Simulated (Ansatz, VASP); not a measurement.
# Cross-check of NbTe2 between VASP and Ansatz

One calculation is typed for both programs; each brings its own data sets. How far apart do they land? The cell is taken from a series of runs on this material, whose earlier steps may have relaxed, scaled, displaced or heated it; both programs get it as it stands.

Main program and level: Ansatz 0.2.0; plane waves, with VASP 6.6.1 beside it; LDA.

## Step 1: Set-up

The cell holds 3 atoms: 1 Nb and 2 Te. Cell: a = 3.591 Å, b = 3.591 Å, c = 31.000 Å, α = 90.0°, β = 90.0°, γ = 120.0°. Vacuum lies along c.

Structure file:

```xyz
3
Lattice="3.5910 0.0000 0.0000 -1.7955 3.1099 0.0000 0.0000 0.0000 31.0000" Properties=species:S:1:pos:R:3
Nb    0.0000    2.0733   10.0000
Te    1.7955    1.0366   11.8340
Te    1.7955    1.0366    8.1660
```

## Step 2: VASP: zone-centre phonons, LDA

Second derivatives magnify differences that forces hide, and they need a tight electronic threshold.

Lines of VASP's logs that name or quote its potential files are left out, and so is its time.

INCAR reads:

```
SYSTEM = NbTe2
PREC = Accurate
ENCUT = 500
EDIFF = 1E-08
NELM = 120
ISMEAR = -1
SIGMA = 0.1
LREAL = .FALSE.
ALGO = Normal
GGA = PW92
NBANDS = 18
LASPH = .TRUE.
LORBIT = 11
LWAVE = .FALSE.
LCHARG = .FALSE.
ISIF = 2
IBRION = 8
GGA_COMPAT = .FALSE.
NELMDL = -8
KPAR = 2
```

POSCAR reads:

```
NbTe2
1.0
    3.5909998551      0.0000000000      0.0000000000
   -1.7954999275      3.1098970995      0.0000000000
    0.0000000000      0.0000000000     31.0000000000
Nb Te
1 2
Direct
    0.3333333333      0.6666666667      0.3225806452
    0.6666666666      0.3333333334      0.3817425463
    0.6666666666      0.3333333334      0.2634187440
```

KPOINTS reads:

```
Automatic mesh
0
Gamma
12 12 1
0 0 0
```

PAW data sets: Nb_sv and Te (LDA family, release 64).

Command:

```sh
mpirun -np 2 vasp_std
```

Numbers of over 12 decimals in the logs are rounded to 6 here.

What it wrote:

```text
[banner, memory and clock lines left out]
running    2 mpi-ranks, on    1 nodes
 distrk:  each k-point on    1 cores,    2 groups
 distr:  one band on    1 cores,    1 groups

 POSCAR found type information on POSCAR NbTe
 POSCAR found :  2 types and       3 ions
|                                                                             |
|               ----> ADVICE to this user running VASP <----                  |
|                                                                             |
|     You enforced a specific xc type in the INCAR file but a different       |
|     [... a line on the potential file left out ...]
|     I HOPE YOU KNOW WHAT YOU ARE DOING!                                     |
|                                                                             |

 LDA part: xc-table for (Slater(with rela. corr.)+PW92), standard interpolation
 POSCAR, INCAR and KPOINTS ok, starting setup
 FFT: planning ... GRIDC
 FFT: planning ... GRID_SOFT
 FFT: planning ... GRID
 WAVECAR not read
 entering main loop
       N       E                     dE             d eps       ncg     rms          rms(c)
DAV:   1     0.141978587027E+03    0.14198E+03   -0.10295E+04   956   0.945E+02
DAV:   2    -0.264507921318E+01   -0.14462E+03   -0.14252E+03   968   0.250E+02
DAV:   3    -0.202842954197E+02   -0.17639E+02   -0.17537E+02  1348   0.719E+01
DAV:   4    -0.207800459544E+02   -0.49575E+00   -0.49137E+00  1008   0.129E+01
DAV:   5    -0.208123768156E+02   -0.32331E-01   -0.32229E-01  1220   0.326E+00
DAV:   6    -0.208128803662E+02   -0.50355E-03   -0.50294E-03   964   0.393E-01
DAV:   7    -0.208129072523E+02   -0.26886E-04   -0.26878E-04  1168   0.841E-02
DAV:   8    -0.208129077373E+02   -0.48506E-06   -0.48511E-06  1004   0.112E-02    0.105E+01
DAV:   9    -0.202573618201E+02    0.55555E+00   -0.42123E+00  1158   0.143E+01    0.586E+00
DAV:  10    -0.202151221972E+02    0.42240E-01   -0.33535E+00  1096   0.102E+01    0.282E+00
DAV:  11    -0.200220699938E+02    0.19305E+00   -0.77190E-01  1054   0.592E+00    0.101E+00
DAV:  12    -0.200219711282E+02    0.98866E-04   -0.89376E-02  1102   0.169E+00    0.474E-01
DAV:  13    -0.200184533469E+02    0.35178E-02   -0.17644E-02  1056   0.106E+00    0.126E-01
DAV:  14    -0.200186028698E+02   -0.14952E-03   -0.10084E-03   894   0.244E-01    0.609E-02
[...]
DAV:  24    -0.200199019933E+02   -0.11454E-05   -0.16209E-08   800   0.650E-04    0.609E-04
DAV:  25    -0.200199050476E+02   -0.30543E-05   -0.80977E-08   694   0.916E-04    0.506E-04
DAV:  26    -0.200199054915E+02   -0.44391E-06   -0.29787E-09   726   0.250E-04    0.432E-04
DAV:  27    -0.200199063265E+02   -0.83503E-06   -0.13004E-08   744   0.466E-04    0.163E-04
DAV:  28    -0.200199064010E+02   -0.74434E-07   -0.28448E-10   680   0.248E-04    0.153E-04
DAV:  29    -0.200199064479E+02   -0.46968E-07    0.11250E-10   460   0.118E-04    0.344E-05
DAV:  30    -0.200199064845E+02   -0.36583E-07    0.19875E-11   538   0.141E-04    0.436E-05
DAV:  31    -0.200199064895E+02   -0.50145E-08    0.45539E-10   436   0.934E-05
   1 F= -.20019906E+02 E0= -.19968743E+02  d E =-.102326E+00
 Linear response reoptimize wavefunctions to high precision
DAV:   1    -0.200199064930E+02   -0.34192E-08    0.49083E-10   514   0.415E-05
DAV:   2    -0.200199064929E+02    0.21828E-10    0.50860E-10   422   0.254E-05
 Linear response DOF=           4
 Linear response progress:
  Degree of freedom:   1/  4
       N       E                     dE             d eps       ncg     rms          rms(c)
RMM:   1    -0.543100259011E+00   -0.54310E+00    0.55072E+00  2843   0.358E+01
RMM:   2    -0.468011701867E+00    0.75089E-01   -0.58067E-01  4170   0.559E+00    0.153E-01
RMM:   3    -0.470481170352E+00   -0.24695E-02   -0.43232E-02  5119   0.146E+00    0.797E-02
RMM:   4    -0.471183505786E+00   -0.70234E-03   -0.64404E-03  6256   0.464E-01    0.393E-02
RMM:   5    -0.471489258675E+00   -0.30575E-03   -0.10645E-03  6426   0.172E-01    0.271E-02
RMM:   6    -0.471504106251E+00   -0.14848E-04   -0.26399E-04  6518   0.841E-02    0.653E-03
RMM:   7    -0.471424810698E+00    0.79296E-04   -0.91965E-05  6970   0.413E-02    0.214E-03
RMM:   8    -0.471388090550E+00    0.36720E-04   -0.41990E-05  6830   0.227E-02    0.219E-03
RMM:   9    -0.471383187137E+00    0.49034E-05   -0.23363E-05  6883   0.141E-02    0.170E-03
RMM:  10    -0.471384893862E+00   -0.17067E-05   -0.13611E-05  6661   0.975E-03    0.703E-04
RMM:  11    -0.471394440357E+00   -0.95465E-05   -0.69009E-06  6223   0.773E-03    0.463E-04
RMM:  12    -0.471392251881E+00    0.21885E-05   -0.94976E-07  6569   0.515E-03    0.936E-05
RMM:  13    -0.471392396894E+00   -0.14501E-06    0.32742E-06  6980   0.368E-03    0.726E-05
RMM:  14    -0.471393668705E+00   -0.12718E-05    0.13499E-06  6884   0.284E-03    0.630E-05
RMM:  15    -0.471396318502E+00   -0.26498E-05    0.67211E-07  6122   0.237E-03    0.377E-05
RMM:  16    -0.471395804670E+00    0.51383E-06    0.62518E-07  6128   0.184E-03    0.330E-05
RMM:  17    -0.471396034161E+00   -0.22949E-06    0.54712E-07  7057   0.147E-03    0.497E-05
RMM:  18    -0.471395752697E+00    0.28146E-06    0.69993E-07  6312   0.121E-03    0.850E-05
RMM:  19    -0.471395950986E+00   -0.19829E-06    0.42781E-07  6356   0.100E-03    0.930E-05
[...]
force on displaced ion       1 direction 1 :  -9.732  -0.001   0.000
 Linear response progress:
  Degree of freedom:   2/  4
       N       E                     dE             d eps       ncg     rms          rms(c)
RMM:   1    -0.679484918883E+00   -0.67948E+00    0.71544E+00   751   0.384E+01
RMM:   2    -0.590641361683E+00    0.88844E-01   -0.60097E-01  1073   0.553E+00    0.184E-01
RMM:   3    -0.592577902453E+00   -0.19365E-02   -0.39240E-02  1226   0.126E+00    0.980E-02
RMM:   4    -0.593279985721E+00   -0.70208E-03   -0.50885E-03  1360   0.330E-01    0.610E-02
RMM:   5    -0.593430901809E+00   -0.15092E-03   -0.14456E-03  1516   0.125E-01    0.392E-02
RMM:   6    -0.593202504463E+00    0.22840E-03   -0.32802E-04  1510   0.689E-02    0.933E-03
RMM:   7    -0.593079193011E+00    0.12331E-03   -0.13488E-04  1610   0.320E-02    0.364E-03
RMM:   8    -0.593037040207E+00    0.42153E-04   -0.50282E-05  1525   0.188E-02    0.276E-03
RMM:   9    -0.593027181635E+00    0.98586E-05   -0.32799E-05  1567   0.108E-02    0.143E-03
RMM:  10    -0.593027813007E+00   -0.63137E-06   -0.18686E-05  1538   0.771E-03    0.358E-04
RMM:  11    -0.593028614559E+00   -0.80155E-06   -0.16361E-05  1634   0.456E-03    0.404E-04
RMM:  12    -0.593027611502E+00    0.10031E-05   -0.55597E-06  1555   0.327E-03    0.312E-04
RMM:  13    -0.593029952054E+00   -0.23406E-05   -0.53924E-06  1579   0.252E-03    0.232E-04
RMM:  14    -0.593030584594E+00   -0.63254E-06   -0.26898E-06  1528   0.213E-03    0.139E-04
[...]
RMM:  25    -0.593032246230E+00   -0.89177E-08   -0.29617E-07  1540   0.409E-04    0.445E-05
RMM:  26    -0.593032250995E+00   -0.47652E-08   -0.23488E-07  1346   0.371E-04    0.519E-05
RMM:  27    -0.593032255079E+00   -0.40838E-08   -0.22468E-07  1500   0.340E-04    0.581E-05
RMM:  28    -0.593032233349E+00    0.21730E-07   -0.17552E-07  1536   0.313E-04    0.674E-05
RMM:  29    -0.593032234607E+00   -0.12581E-08   -0.18355E-07  1382   0.286E-04    0.734E-05
RMM:  30    -0.593032238444E+00   -0.38374E-08   -0.14173E-07  1315   0.264E-04    0.790E-05
RMM:  31    -0.593032237497E+00    0.94729E-09   -0.13623E-07  1215   0.244E-04    0.848E-05
RMM:  32    -0.593032236303E+00    0.11936E-08   -0.98001E-08  1172   0.227E-04    0.897E-05
 first order change of Fermi-energy  -0.57868E-04
 force on displaced ion       1 direction 3 :  -0.000   0.000 -16.117
 Linear response progress:
  Degree of freedom:   3/  4
       N       E                     dE             d eps       ncg     rms          rms(c)
RMM:   1    -0.439031268605E-01   -0.43903E-01   -0.22477E-02  6716   0.102E+00
RMM:   2    -0.400345298413E-01    0.38686E-02   -0.57244E-03  5725   0.379E-01    0.652E-02
RMM:   3    -0.401456820698E-01   -0.11115E-03   -0.48719E-04  6143   0.108E-01    0.374E-02
RMM:   4    -0.401852523761E-01   -0.39570E-04   -0.92828E-05  6715   0.406E-02    0.245E-02
RMM:   5    -0.402422847436E-01   -0.57032E-04   -0.23547E-05  6258   0.260E-02    0.266E-03
RMM:   6    -0.402367718229E-01    0.55129E-05   -0.61585E-06  6892   0.968E-03    0.125E-03
RMM:   7    -0.402358592417E-01    0.91258E-06   -0.19757E-06  7225   0.445E-03    0.502E-04
RMM:   8    -0.402352848300E-01    0.57441E-06   -0.72950E-07  7156   0.184E-03    0.373E-04
RMM:   9    -0.402353514383E-01   -0.66608E-07   -0.35956E-07  7071   0.101E-03    0.176E-04
RMM:  10    -0.402355586593E-01   -0.20722E-06   -0.29287E-07  7268   0.507E-04    0.924E-05
RMM:  11    -0.402355167339E-01    0.41925E-07   -0.23300E-07  7346   0.261E-04    0.289E-05
RMM:  12    -0.402355108308E-01    0.59031E-08   -0.23013E-07  7511   0.143E-04    0.111E-05
RMM:  13    -0.402355273178E-01   -0.16487E-07   -0.22539E-07  7540   0.828E-05    0.428E-06
RMM:  14    -0.402355370140E-01   -0.96962E-08   -0.22107E-07  7550   0.529E-05    0.160E-06
RMM:  15    -0.402355394429E-01   -0.24288E-08   -0.21981E-07  7499   0.368E-05    0.161E-06
RMM:  16    -0.402355401269E-01   -0.68404E-09   -0.21974E-07  7100   0.284E-05    0.996E-07
RMM:  17    -0.402355418002E-01   -0.16733E-08   -0.21820E-07  6425   0.242E-05    0.544E-07
RMM:  18    -0.402355420064E-01   -0.20616E-09   -0.21937E-07  4938   0.218E-05    0.121E-07
RMM:  19    -0.402355420932E-01   -0.86802E-10   -0.21855E-07  4055   0.207E-05    0.278E-07
RMM:  20    -0.402355427124E-01   -0.61924E-09   -0.21888E-07  4067   0.201E-05    0.114E-07
RMM:  21    -0.402355425372E-01    0.17522E-09   -0.21870E-07  3276   0.197E-05    0.664E-08
 first order change of Fermi-energy   0.14263E-03
 force on displaced ion       2 direction 1 :  -4.496   0.001   0.004
 Linear response progress:
  Degree of freedom:   4/  4
       N       E                     dE             d eps       ncg     rms          rms(c)
RMM:   1    -0.920571995308E-01   -0.92057E-01   -0.11838E-02  1734   0.116E+00
RMM:   2    -0.860670468275E-01    0.59902E-02   -0.79950E-03  1410   0.442E-01    0.136E-01
RMM:   3    -0.861026762205E-01   -0.35629E-04   -0.86504E-04  1384   0.173E-01    0.884E-02
RMM:   4    -0.861208111260E-01   -0.18135E-04   -0.22138E-04  1500   0.801E-02    0.682E-02
RMM:   5    -0.861304337340E-01   -0.96226E-05   -0.86832E-05  1515   0.470E-02    0.511E-02
RMM:   6    -0.861533565852E-01   -0.22923E-04   -0.48055E-05  1306   0.466E-02    0.833E-03
RMM:   7    -0.861492452100E-01    0.41114E-05   -0.19574E-05  1709   0.185E-02    0.647E-03
RMM:   8    -0.861473244283E-01    0.19208E-05   -0.44098E-06  1742   0.758E-03    0.321E-03
RMM:   9    -0.861467587602E-01    0.56567E-06   -0.88431E-07  1765   0.338E-03    0.229E-03
RMM:  10    -0.861474888228E-01   -0.73006E-06   -0.27771E-07  1650   0.202E-03    0.132E-03
RMM:  11    -0.861475588594E-01   -0.70037E-07   -0.21453E-08  1579   0.151E-03    0.299E-04
RMM:  12    -0.861477292685E-01   -0.17041E-06   -0.20271E-08  1677   0.633E-04    0.155E-04
RMM:  13    -0.861478828036E-01   -0.15354E-06    0.44205E-09  1768   0.330E-04    0.134E-04
RMM:  14    -0.861482475179E-01   -0.36471E-06    0.53890E-09  1612   0.219E-04    0.518E-05
RMM:  15    -0.861483259125E-01   -0.78395E-07    0.29906E-09  1700   0.123E-04    0.741E-05
RMM:  16    -0.861485393645E-01   -0.21345E-06   -0.14968E-09  1569   0.109E-04    0.751E-05
RMM:  17    -0.861485715203E-01   -0.32156E-07   -0.25871E-09  1602   0.875E-05    0.114E-05
RMM:  18    -0.861485738123E-01   -0.22920E-08   -0.29196E-09  1606   0.550E-05    0.183E-05
 first order change of Fermi-energy   0.47334E+00
 force on displaced ion       2 direction 3 :  -0.000   0.000  -9.862
 Linear response finished
```

Parts of OUTCAR (step 2):

```text
ion  position               nearest neighbor table
   1  0.333  0.667  0.323-   2 2.77   2 2.77   2 2.77   3 2.77   3 2.77   3 2.77
   2  0.667  0.333  0.382-   1 2.77   1 2.77   1 2.77   3 3.67
   3  0.667  0.333  0.263-   1 2.77   1 2.77   1 2.77   2 3.67

  LATTYP: Found a hexagonal cell.
 ALAT       =     3.5909998551
 C/A-ratio  =     8.6326931916

 Subroutine GETGRP returns: Found 12 space group operations
 (whereof  6 operations were pure point group operations)

The static configuration has the point symmetry C_3v.
 The point group associated with its full space group is D_3h.

 Found     19 irreducible k-points:

   k-points           NKPTS =     19   k-points in BZ     NKDIM =     19   number of bands    NBANDS=     18

   dimension x,y,z NGX =    28 NGY =   28 NGZ =  240
   dimension x,y,z NGXF=    56 NGYF=   56 NGZF=  480

   ENCUT  =  500.0 eV  36.75 Ry    6.06 a.u.   6.55  6.55 56.52*2*pi/ulx,y,z

   NELECT =      25.0000    total number of electrons

 k-points in reciprocal lattice and weights: Automatic mesh
   0.00000000  0.00000000  0.00000000       0.007
   0.08333333  0.00000000  0.00000000       0.042
   0.16666667 -0.00000000  0.00000000       0.042
   0.25000000 -0.00000000  0.00000000       0.042
   0.33333333 -0.00000000  0.00000000       0.042
   0.41666667 -0.00000000  0.00000000       0.042
   0.50000000 -0.00000000  0.00000000       0.021
   0.08333333  0.08333333  0.00000000       0.042
   0.16666667  0.08333333  0.00000000       0.083
[...]
0.33333333  0.25000000  0.00000000       0.083
   0.33333333  0.33333333  0.00000000       0.014

 average (electrostatic) potential at core
       1 -90.6939       2 -96.9419       3 -96.9419

  Total       -0.1331289     -0.1331289      0.2314309     -0.0000000      0.0000000      0.0000000
  in kB       -0.6161122     -0.6161122      1.0710478     -0.0000000      0.0000000      0.0000000
  external PRESSURE =      -0.0537255 kB  Pullay stress =       0.0000000 kB

  energy-cutoff  :      500.00
  volume of cell :      346.20
      direct lattice vectors                 reciprocal lattice vectors
     3.590999855  0.000000000  0.000000000     0.278473974  0.160777024  0.000000000
    -1.795499928  3.109897099  0.000000000     0.000000000  0.321554048  0.000000000
     0.000000000  0.000000000 31.000000000     0.000000000  0.000000000  0.032258065

 POSITION                                       TOTAL-FORCE (eV/Angst)
 -----------------------------------------------------------------------------------
     -0.00000      2.07326     10.00000         0.000000     -0.000000      0.000000
      1.79550      1.03663     11.83402        -0.000000      0.000000      0.068251
      1.79550      1.03663      8.16598        -0.000000      0.000000     -0.068251
 -----------------------------------------------------------------------------------
    total drift:                                0.000001     -0.000000      0.000019

 Eigenvectors and eigenvalues of the dynamical matrix
 ----------------------------------------------------

   1 f  =    7.604460 THz    47.780230 2PiTHz  253.657477 cm-1    31.449505 meV
             X         Y         Z           dx          dy          dz
     -0.000000  2.073265 10.000000    -0.000000   -0.000000   -0.856227
      1.795500  1.036632 11.834019     0.000000    0.000000    0.365292
      1.795500  1.036632  8.165981     0.000000    0.000000    0.365292

   2 f  =    5.907532 THz    37.118121 2PiTHz  197.054073 cm-1    24.431580 meV
             X         Y         Z           dx          dy          dz
     -0.000000  2.073265 10.000000    -0.622528   -0.588198    0.000000
      1.795500  1.036632 11.834019     0.265321    0.250690    0.000000
      1.795500  1.036632  8.165981     0.265321    0.250690   -0.000000

   3 f  =    5.907532 THz    37.118121 2PiTHz  197.054073 cm-1    24.431580 meV
             X         Y         Z           dx          dy          dz
     -0.000000  2.073265 10.000000     0.588198   -0.622528    0.000000
      1.795500  1.036632 11.834019    -0.250690    0.265321   -0.000000
      1.795500  1.036632  8.165981    -0.250690    0.265321   -0.000000

   4 f  =    4.727284 THz    29.702401 2PiTHz  157.685220 cm-1    19.550467 meV
             X         Y         Z           dx          dy          dz
     -0.000000  2.073265 10.000000     0.000000    0.000000    0.000000
      1.795500  1.036632 11.834019    -0.000000   -0.000000    0.707107
      1.795500  1.036632  8.165981     0.000000    0.000000   -0.707107

   5 f  =    2.814795 THz    17.685876 2PiTHz   93.891443 cm-1    11.641050 meV
             X         Y         Z           dx          dy          dz
     -0.000000  2.073265 10.000000    -0.000000    0.000000   -0.000000
      1.795500  1.036632 11.834019     0.513965    0.485634    0.000000
      1.795500  1.036632  8.165981    -0.513965   -0.485634   -0.000000

   6 f  =    2.814795 THz    17.685876 2PiTHz   93.891443 cm-1    11.641050 meV
             X         Y         Z           dx          dy          dz
     -0.000000  2.073265 10.000000     0.000000   -0.000000   -0.000000
      1.795500  1.036632 11.834019     0.485634   -0.513965   -0.000000
      1.795500  1.036632  8.165981    -0.485634    0.513965    0.000000

   7 f/i=    0.000191 THz     0.001202 2PiTHz    0.006383 cm-1     0.000791 meV
             X         Y         Z           dx          dy          dz
     -0.000000  2.073265 10.000000    -0.000000   -0.000000   -0.516601
      1.795500  1.036632 11.834019    -0.000000   -0.000000   -0.605444
      1.795500  1.036632  8.165981    -0.000000   -0.000000   -0.605444

   8 f/i=    0.002782 THz     0.017479 2PiTHz    0.092795 cm-1     0.011505 meV
             X         Y         Z           dx          dy          dz
     -0.000000  2.073265 10.000000     0.224747    0.464727   -0.000000
      1.795500  1.036632 11.834019     0.263663    0.545198   -0.000000
      1.795500  1.036632  8.165981     0.263663    0.545198   -0.000000

   9 f/i=    0.002782 THz     0.017479 2PiTHz    0.092795 cm-1     0.011505 meV
             X         Y         Z           dx          dy          dz
     -0.000000  2.073265 10.000000     0.464727   -0.224747   -0.000000
      1.795500  1.036632 11.834019     0.545198   -0.263663   -0.000000
      1.795500  1.036632  8.165981     0.545198   -0.263663   -0.000000

 ELASTIC MODULI CONTR FROM IONIC RELAXATION (kBar)
 Direction    XX          YY          ZZ          XY          YZ          ZX
 --------------------------------------------------------------------------------
 XX        -104.0514    -66.4999   -175.2926     -0.0000      0.0000      0.0000
 YY         -66.4999   -104.0514   -175.2926     -0.0000      0.0000      0.0000
 ZZ        -175.2926   -175.2926   -360.3314     -0.0000      0.0000      0.0000
 XY          -0.0000     -0.0000     -0.0000    -18.7758      0.0000      0.0000
 YZ          -0.0000      0.0000      0.0000      0.0000   -136.6726     -0.0000
 ZX           0.0000      0.0000      0.0000      0.0000     -0.0000    -91.9145
 --------------------------------------------------------------------------------
```

[end of part 1 of 2]

[Lines on the potential files, build, host, timing and source positions are cut from VASP's logs without a mark.]

[Logs are printed without paths, hosts, clocks, repeated set-up lines and the standing remarks that a program may print on its own settings, such as how far it seeks lower states.]

[Hosts, paths, dates, database ids (printed as entryN), source tags and the programs' standing remarks are cut or masked in the printed files.]
